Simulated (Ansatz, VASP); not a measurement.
# ZrB2 in two plane-wave programs

Aim: how closely do two programs agree when they are given the same cell, functional and k mesh? The cell is taken from a series of runs on this material, whose earlier steps may have relaxed, scaled, displaced or heated it; both programs get it as it stands.

Program: Ansatz 0.2.0. Level of theory: plane waves, with VASP 6.6.1 beside it; zone-centre phonons at PBE with D3(BJ). Results are calculated unless marked as measured.

## (1) The starting structure

It takes space group P6/mmm (No. 191, hexagonal). The conventional cell has a = 3.145 Å, b = 3.145 Å, c = 3.509 Å, α = 90.00°, β = 90.00°, γ = 120.00°. Nearest to Zr lie 12 B at 2.52 Å. B has 3 B at 1.82 Å and 6 Zr at 2.52 Å nearest. Farther neighbours are not listed.

## (2) Ansatz: zone-centre phonons, PBE with D3(BJ)

Ansatz runs on its PAW soft_1 files.

Second derivatives magnify differences that forces hide, and they need a tight electronic threshold.

File input.yaml:

```yaml
crystal:
  lattice:
    - [3.1451129915, 0.0, 0.0]
    - [-1.5725564958, 2.7237477484, 0.0]
    - [0.0, 0.0, 3.5087968379]
  atoms:
    - { symbol: Zr, position: [0.0, 0.0, 0.0] }
    - { symbol: B, position: [0.3333333333, 0.6666666667, 0.5] }
    - { symbol: B, position: [0.6666666667, 0.3333333333, 0.5] }
kpoints:
  mp_grid: { grid: [18, 18, 14] }
hamiltonian:
  xc: pbe
  dispersion: d3bj
  pseudopotentials: { kind: paw, azcp: { folder: soft_1 } }
scf:
  occupations: { method: methfessel_paxton, width: 0.2 }
output:
  eigenvalues: true
phonons:
  method: dfpt
```

Started as:

```sh
$ ansatz run input.yaml --threads 4 --pin off --max-ram 8192MiB --backend cpu --events-out ev --progress --plain --runs-dir out
```

Numbers of over 12 decimals in the logs are rounded to 6 here.

Output:

```text
zone centre: on kpoints.mp_grid the ground state, and the responses unless they are solved on pairs of k-points, stand on 728 of the mesh's 4536 k-points, reduced under 4 symmetry operations, with k and −k counted as one. Each operation leaves every solved displacement unchanged or reverses it
Engine: ansatz 0.2.0, x86_64-unknown-linux-gnu
Pseudopotentials: kind: paw
Pseudopotential: Zr, paw, valence charge 12, recommended cutoff 420 eV (normal), soft_1/Zr.paw.azcp
Pseudopotential: B, paw, valence charge 3, recommended cutoff 420 eV (normal), soft_1/B.paw.azcp
Functional definition: PBE
  parameter kappa = 0.804
  parameter beta = 0.066725
  exchange = pbe_x(kappa = kappa, mu = beta*pi^2/3)
  correlation = pbe_c(beta = beta)
Crystal: 3 atoms, lattice volume = 30.058 Å³
Basis set: ecut = 420 eV, 563 PW (Γ), exchange–correlation on 48×48×48 points (8 copies of the dense FFT grid, shifted against one another)
Bands: 13, of which v1, the nominal top of the filled ones, is band 9 counted from 1 (8 counted from 0)
Symmetry: 24 space group operations
k-points: 728 of 4536 (irreducible under 4 space group operations, time reversal used)
Non-local potential: Zr, projectors of the file, l = 0: 3, l = 1: 2, l = 2: 2, l = 3: 1
Non-local potential: B, projectors of the file, l = 0: 2, l = 1: 2, l = 2: 1
PAW form: soft (Blöchl's): semilocal exchange-correlation on the pseudo side does not see the compensation charge
PAW one-centre angular grid: Zr, 590 points (default); XC on 64 Gauss nodes
PAW one-centre angular grid: B, 110 points (default); XC on 64 Gauss nodes
Initial density: superposition of atomic densities (chi_scale 0.1, normalization cell, long waves kept (reshape's long-wave potential 0.00 eV rms))
Initial wavefunctions: pseudopotential atomic-orbital guess
Functional: x = pbe(κ = 0.804, μ = 0.219515), c = pbe(β = 0.066725)
SCF iter   1: F=—  HF=-4500.521097 eV  |F-HF|=—  |Δ(HF+E_count)|=         —  Δρ=5.91e-2  dr2=1.94e0  ethr=3.10e-3  ⟨swp⟩=4.9  Hψ=45643  notcnv=0
preconditioner: auto → none  [metal: Δε(μ)=0.039 eV  Ē_g=17.134 eV  σ=0.200 eV  W_gap=0.16  n_scr=8 (ndim 8)  ℏωp=27.1 eV  f_vac=0.000  D(μ)=0.41/eV (n_scr^D=0)  sad-step TF]
SCF iter   2: F=—  HF=-4500.049052 eV  |F-HF|=—  |Δ(HF+E_count)|=   4.72e-1  S|Δr|=    0.00e0  Δρ=2.93e-2  dr2=4.30e-1  ethr=3.10e-3  ⟨swp⟩=2.3  Hψ=19388  notcnv=0
SCF iter   3: F=—  HF=-4499.927192 eV  |F-HF|=—  |Δ(HF+E_count)|=   1.22e-1  S|Δr|=    0.00e0  Δρ=2.66e-3  dr2=1.67e-3  ethr=2.39e-3  ⟨swp⟩=2.1  Hψ=16234  notcnv=0
SCF iter   4: F=—  HF=-4499.927670 eV  |F-HF|=—  |Δ(HF+E_count)|=   4.78e-4  S|Δr|=    0.00e0  Δρ=4.28e-4  dr2=4.16e-5  ethr=9.26e-6  ⟨swp⟩=2.2  Hψ=21353  notcnv=0
SCF iter   5: F=—  HF=-4499.927681 eV  |F-HF|=—  |Δ(HF+E_count)|=   1.11e-5  S|Δr|=    0.00e0  Δρ=5.49e-5  dr2=6.87e-7  ethr=2.31e-7  ⟨swp⟩=2.1  Hψ=14058  notcnv=0
SCF iter   6: F=—  HF=-4499.927681 eV  |F-HF|=—  |Δ(HF+E_count)|=   1.03e-7  S|Δr|=    0.00e0  Δρ=8.38e-6  dr2=1.18e-8  ethr=3.82e-9  ⟨swp⟩=2.0  Hψ=15237  notcnv=0
SCF iter   7: F=—  HF=-4499.927681 eV  |F-HF|=—  |Δ(HF+E_count)|=  1.88e-10  S|Δr|=    0.00e0  Δρ=1.77e-6  dr2=5.99e-10  ethr=6.56e-11  ⟨swp⟩=2.0  Hψ=16024  notcnv=0
SCF iter   8: F=-4499.927681 eV  HF=-4499.927681 eV  |F-HF|=0.00e0  |Δ(HF+E_count)|=  9.73e-11  S|Δr|=    0.00e0  Δρ=1.52e-7  dr2=2.20e-12  ethr=1.00e-12  ⟨swp⟩=4.1  Hψ=45276  notcnv=0
SCF 1 converged in 8 iterations: F = -4499.927681 eV  dr2 = 2.20e-12
  greatest PAW one-centre occupation: 0.997 electrons in one spin orbital (limit 2), on the Zr atom at site 0 (counted from 0), in its partial waves of l = 0
DFPT response loops at Γ: preconditioner auto → Kerker (q_TF=auto, 2.505 Å⁻¹) (partly filled bands, converged f_vac=0.000); β = 1.00, the filter's whole step (`scf.mixing.beta` (0.50) is not read by the response loops under this deck's `scf.mixing.preconditioner`; to damp them name `kerker` or `kerker_dos`, under which they read `scf.mixing.beta`, and type it under 1.00, their step now; both keys bind the ground state too); Broyden in place of MSR1
SCF converged after 8 iterations
Stability not checked: this state was not tested for a lower state beside it, because cold or Methfessel-Paxton smearing, or corrected tetrahedra, fill the levels in a way that the test cannot read (fill_not_monotonic; see scf.lower_state_search)
Free energy (F): -4499.927681 eV
Harris-Foulkes:  -4499.927681 eV  (|F-HF|=0.00e0)
Internal energy: -4499.927114 eV  (E = F + TS)
E sigma→0 (E₀):  -4499.927539 eV
Entropy (-TS):   -0.000567 eV (-0.189 meV/atom)
Fermi energy:    16.199055 eV
--- Per-component energies (eV) ---
  E_band       = -19.088235
  E_kinetic    = 420.540231
  E_local      = -516.419246  (includes V_loc(G=0)·N_el)
  E_nonlocal   = 89.477514
  E_hartree    = 175.784922
  E_xc         = -223.644072
  E_vxc        = -264.536375  (∫ρ·V_xc dr)
  E_paw        = -3120.339959  (= ΣΔE_a)
  E_vpaw       = -99.720196  (= ΣTr[D̂ρ^β])
  E_aug_tail   = -0.000011  (compensation charges beyond the density's cutoff)
  E_ewald      = -1324.128895
  E_disp       = -1.197597  (pairwise vdW)
  E_smearing   = -0.000567  (= −TS)
  E_closure    = -0.000000  (closes the sum)
  Σ components = -4499.927681   (vs F -4499.927681, Δ=0.00e0)
--- Band table (eV; the first three rows and the last of 728) ---
  k-point 0: bands = [... 5 lower, 13.4618, 13.4618, 13.4971, 13.7890, 19.6353, 19.6353, 20.4120, 20.4120]
  k-point 1: bands = [... 5 lower, 12.8702, 13.5108, 13.5108, 14.3920, 19.1868, 19.1868, 20.2480, 20.2480]
  k-point 2: bands = [... 5 lower, 12.0926, 13.6564, 13.6564, 15.1111, 18.4475, 18.4475, 19.8012, 19.8012]
  k-point 727: bands = [... 5 lower, 8.7677, 11.3652, 12.8003, 13.4650, 19.8453, 21.2779, 21.5412, 22.5011]
--- Phonons (Γ-DFPT): 4 representative perturbations + reference, on 728 of 4536 k-points (Σ response iterations 12) ---
  k mesh reduced under 4 symmetry operations, with k and −k counted as one. Each operation leaves every solved displacement unchanged or reverses it
  ASR residual: 9.395e-5 → 0.000e0 eV/Å²; symmetrization residual: 6.860e-7 eV/Å²
  pairwise dispersion correction: d3bj (s6 = 1.0, s8 = 0.7875, a1 = 0.4289, a2_bohr = 4.4407), with the weights of each atom's references fixed at the reference crystal's, and the forces and stress that the weights' published response gives there kept as a pressure on the atom's counted neighbours (hamiltonian.dispersion)
  ASR residual per site (eV/Å²): 9.39e-5 1.82e-6 1.82e-6
  Γ frequencies (cm⁻¹): 0.00 0.00 0.00 464.47 464.47 490.08 564.76 792.67 792.67
  non-analytic LO–TO correction: not included (Born effective charges unavailable; polar crystals: no LO–TO splitting at Γ)
```

In the SCF lines HF is the Harris–Foulkes energy and dr2 the Hartree energy of the density residual, in eV; the loop may stop once dr2 is under the threshold and the program's other checks hold. Hψ counts applications of the Hamiltonian.

(Part 1 of 2 ends here.)

[Lines on the potential files, build, host, timing and source positions are cut from VASP's logs without a mark.]

[Logs are printed without paths, hosts, clocks, repeated set-up lines and the standing remarks that a program may print on its own settings, such as how far it seeks lower states.]

[Hosts, paths, dates, database ids (printed as entryN), source tags and the programs' standing remarks are cut or masked in the printed files.]
